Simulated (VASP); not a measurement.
Calculation: LDA (Ceperley-Alder, Perdew-Zunger), VASP's LDA PAW potentials (set 64) (plane waves; VASP).

Input for VASP

File KPOINTS:
```
Automatic
0
gamma
13 13 10
```

### POSCAR
```
ZrB2
3.1340480
  0.4999998841  -0.8660253480   0.0000000000
  0.4999998841   0.8660253480   0.0000000000
  0.0000000000   0.0000000000   1.1148305818
Zr B
1 2
Cartesian
  0.0000000000   0.0000000000   0.0000000000
  0.4999998841   0.2886756933   0.5574152909
  0.4999998841  -0.2886756933   0.5574152909
```

INCAR:
```
! general
SYSTEM =ZrB2
PREC   =Accurate
ENCUT  =520   ! plane-wave cut-off (eV)
LREAL  =.FALSE.
LASPH  =.TRUE.

! electronic loop
EDIFF  =1E-7   ! SCF stop (eV)
NELM   =100   ! most electronic steps
ALGO   =Normal
LMAXMIX=4

! smearing
ISMEAR =-5

! ions
ISIF   =2

! output
LWAVE  =.FALSE.
LCHARG =.TRUE.
LORBIT =11
NEDOS  =601   ! DOS grid

! other
LEFG   =.TRUE.
```

POTCAR, in this order: Zr_sv B (LDA.64 set). Program: vasp_std.

What VASP printed:

### OUTCAR
```
 ion  position               nearest neighbor table
   1  0.000  0.000  0.000-   2 2.52   3 2.52   2 2.52   3 2.52   3 2.52   3 2.52   2 2.52   2 2.52
                             3 2.52   3 2.52   2 2.52   2 2.52
   2  0.333  0.667  0.500-   3 1.81   3 1.81   3 1.81   1 2.52   1 2.52   1 2.52   1 2.52   1 2.52
                             1 2.52
   3  0.667  0.333  0.500-   2 1.81   2 1.81   2 1.81   1 2.52   1 2.52   1 2.52   1 2.52   1 2.52
                             1 2.52
  LATTYP: Found a hexagonal cell.
 ALAT       =     3.1340476670
 C/A-ratio  =     1.1148307002
 Subroutine PRICEL returns:
 Original cell was already a primitive cell.
 Subroutine GETGRP returns: Found 24 space group operations
The static configuration has the point symmetry D_6h.
The dynamic configuration has the point symmetry D_6h.
 Subroutine INISYM returns: Found 24 space group operations
 Subroutine IBZKPT returns following result:
 Found    126 irreducible k-points:

 Following reciprocal coordinates:
            Coordinates               Weight
  0.000000  0.000000  0.000000      1.000000
  0.076923  0.000000  0.000000      6.000000
  0.153846  0.000000  0.000000      6.000000
  0.230769 -0.000000  0.000000      6.000000
...
```

### OSZICAR
```
       N       E                     dE             d eps       ncg     rms          rms(c)
DAV:   1     0.109117764060E+03    0.10912E+03   -0.99558E+03  3276   0.139E+03
DAV:   2    -0.246034382609E+02   -0.13372E+03   -0.13010E+03  3789   0.341E+02
DAV:   3    -0.301854222523E+02   -0.55820E+01   -0.55126E+01  5156   0.607E+01
DAV:   4    -0.303262212809E+02   -0.14080E+00   -0.14079E+00  4214   0.908E+00
DAV:   5    -0.303294015251E+02   -0.31802E-02   -0.31805E-02  5019   0.112E+00    0.233E+01
DAV:   6    -0.275267486968E+02    0.28027E+01   -0.82049E+00  3947   0.206E+01    0.953E+00
DAV:   7    -0.274855586768E+02    0.41190E-01   -0.91126E-01  5067   0.627E+00    0.348E+00
DAV:   8    -0.274845647769E+02    0.99390E-03   -0.10939E-01  3906   0.316E+00    0.793E-01
DAV:   9    -0.274807644004E+02    0.38004E-02   -0.18516E-02  4147   0.115E+00    0.121E-01
DAV:  10    -0.274807450853E+02    0.19315E-04   -0.83704E-04  4153   0.262E-01    0.443E-02
DAV:  11    -0.274807495078E+02   -0.44226E-05   -0.26134E-05  4224   0.557E-02    0.161E-02
DAV:  12    -0.274807518530E+02   -0.23452E-05   -0.31695E-06  4305   0.187E-02    0.300E-03
DAV:  13    -0.274807533690E+02   -0.15159E-05   -0.55686E-07  4171   0.709E-03    0.127E-03
DAV:  14    -0.274807532196E+02    0.14938E-06   -0.25921E-08  2028   0.188E-03    0.234E-04
DAV:  15    -0.274807532087E+02    0.10855E-07   -0.33032E-09  1963   0.620E-04
   1 F= -.27480753E+02 E0= -.27480753E+02  d E =0.000000E+00
```

**OUTCAR**
```
------------------------ aborting loop because EDIFF is reached ----------------------------------------
  FORCE on cell =-STRESS in cart. coord.  units (eV):
  Direction    XX          YY          ZZ          XY          YZ          ZX
  --------------------------------------------------------------------------------------
  Total       -0.0066332     -0.0066332     -0.0282375      0.0000000      0.0000000     -0.0000000
  in kB       -0.3575853     -0.3575854     -1.5222330      0.0000000      0.0000000     -0.0000000
  external PRESSURE =      -0.7458012 kB  Pullay stress =       0.0000000 kB
  volume of cell :       29.72
      direct lattice vectors                 reciprocal lattice vectors
     1.567023637 -2.714165010  0.000000000     0.319076234 -0.184218719  0.000000000
     1.567023637  2.714165010  0.000000000     0.319076234  0.184218719  0.000000000
     0.000000000  0.000000000  3.493932555     0.000000000  0.000000000  0.286210447
 POSITION                                       TOTAL-FORCE (eV/Angst)
 -----------------------------------------------------------------------------------
      0.00000      0.00000      0.00000         0.000000      0.000000     -0.000000
      1.56702      0.90472      1.74697        -0.000000     -0.000000     -0.000000
      1.56702     -0.90472      1.74697        -0.000000     -0.000000      0.000000
 -----------------------------------------------------------------------------------
    total drift:                                0.000000     -0.000000      0.000000
  FREE ENERGIE OF THE ION-ELECTRON SYSTEM (eV)
  ---------------------------------------------------
  free  energy   TOTEN  =       -27.4807532087 eV

  energy  without entropy=      -27.4807532087  energy(sigma->0) =      -27.48075321

 total charge

# of ion       s       p       d       tot
------------------------------------------
    1        2.178   6.040   1.841  10.059
    2        0.668   1.280   0.000   1.949
    3        0.668   1.280   0.000   1.949
--------------------------------------------------
tot          3.514   8.601   1.841  13.957

 Electric field gradients after diagonalization (V/A^2)
 (convention: |V_zz| > |V_xx| > |V_yy|)
----------------------------------------------------------------------
 ion       V_xx      V_yy      V_zz     asymmetry (V_yy - V_xx)/ V_zz
----------------------------------------------------------------------
   1     -22.929   -22.925    45.854       0.000
   2      -0.974    -0.974     1.949       0.000
   3      -0.974    -0.974     1.949       0.000
```
(Selected blocks of OUTCAR.)

### OUTCAR
```
 val. band max:       10.9692272835   @ k =   0.0769   0.0000   0.3000

 cond. band min:      10.6130333775   @ k =   0.1538   0.1538   0.2000


 Fermi energy:        11.0198188302

 k-point     1 :       0.0000    0.0000    0.0000
  band No.  band energies     occupation
      1     -37.3891      2.00000
      2     -15.7555      2.00000
      3     -15.1332      2.00000
      4     -15.1332      2.00000
      5      -1.8713      2.00000
      6       8.1544      2.00000
      7       8.1544      2.00000
      8       8.1768      2.00000
      9       8.5665      2.00000
     10      14.3767      0.00000
     11      14.3767      0.00000
     12      15.1599      0.00000
     13      15.1599      0.00000

 k-point     2 :       0.0769    0.0000    0.0000
  band No.  band energies     occupation
      1     -37.3814      2.00000
      2     -15.7441      2.00000
      3     -15.1995      2.00000
      4     -15.1475      2.00000
      5      -1.7489      2.00000
      6       7.8154      2.00000
      7       8.1630      2.00000
      8       8.2968      2.00000
      9       8.4193      2.00000
     10      14.2982      0.00000
     11      14.4119      0.00000
     12      14.5816      0.00000
     13      14.6821      0.00000

 k-point     3 :       0.1538    0.0000    0.0000
  band No.  band energies     occupation
      1     -37.3597      2.00000
      2     -15.7126      2.00000
      3     -15.3793      2.00000
      4     -15.1868      2.00000
      5      -1.3952      2.00000
      6       6.9864      2.00000
      7       8.0612      2.00000
      8       8.1620      2.00000
      9       8.5819      2.00000
     10      13.4775      0.00000
     11      14.0910      0.00000
     12      14.3021      0.00000
     13      14.9335      0.00000

 k-point     4 :       0.2308   -0.0000    0.0000
  band No.  band energies     occupation
      1     -37.3290      2.00000
      2     -15.6678      2.00000
      3     -15.6241      2.00000
...
```

For a metal the tetrahedron method with Blöchl corrections gives inexact stress and forces.

The compound is ZrB2 in the AlB2 type structure. It was relaxed first.
